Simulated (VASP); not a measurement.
Given:

```
CELL_PARAMETERS angstrom
      4.27726     0.00000     0.00000
      0.00000     4.27726     0.00000
      0.00000     0.00000     4.27726
ATOMIC_POSITIONS crystal
  Cu 0.75000 0.25000 0.75000
  Cu 0.25000 0.75000 0.75000
  Cu 0.75000 0.75000 0.25000
  Cu 0.25000 0.25000 0.25000
  O  0.00000 0.00000 0.00000
  O  0.50000 0.50000 0.50000
```

Calculation: rev-vdW-DF2, VASP's PBE PAW potentials (set 64) (plane waves; VASP). Settings: 520 eV cut-off, Gaussian smearing of 0.050 eV, potentials Cu O.

Task: Give the energies of bands 18 to 31 at the high-symmetry points, in eV from the valence-band maximum.

Result: 
| band | Γ | X | M | R |
|---|---|---|---|---|
| 18 | -1.86 | -1.99 | -2.15 | -1.91 |
| 19 | -1.86 | -1.98 | -1.88 | -1.91 |
| 20 | -1.72 | -1.98 | -1.88 | -1.71 |
| 21 | -1.72 | -1.83 | -1.88 | -1.71 |
| 22 | -1.72 | -1.83 | -1.88 | -1.71 |
| 23 | -1.54 | -1.65 | -1.45 | -1.59 |
| 24 | -1.54 | -1.65 | -1.45 | -1.59 |
| 25 | -1.54 | -1.16 | -1.18 | -0.97 |
| 26 | 0.00 | -1.16 | -1.18 | -0.56 |
| 27 | 0.00 | -0.39 | -0.64 | -0.56 |
| 28 | 0.00 | -0.39 | -0.64 | -0.56 |
| 29 | 0.56 | 2.29 | 1.97 | 2.54 |
| 30 | 1.35 | 2.29 | 1.97 | 2.54 |
| 31 | 1.35 | 4.29 | 3.88 | 2.54 |

The gap is direct, 0.56 eV, from the valence maximum at Γ to the conduction minimum at Γ.

Measured: gap 2.20 eV (computed value off by -1.64 eV), as given by Wei Chen et al., Physical Review Materials (2018), doi:10.1103/physrevmaterials.2.073803 [zero-point renormalisation of 0.03 eV added back (the table's ZPR column)].

The compound is Cu2O in the cuprite structure. It was relaxed first.
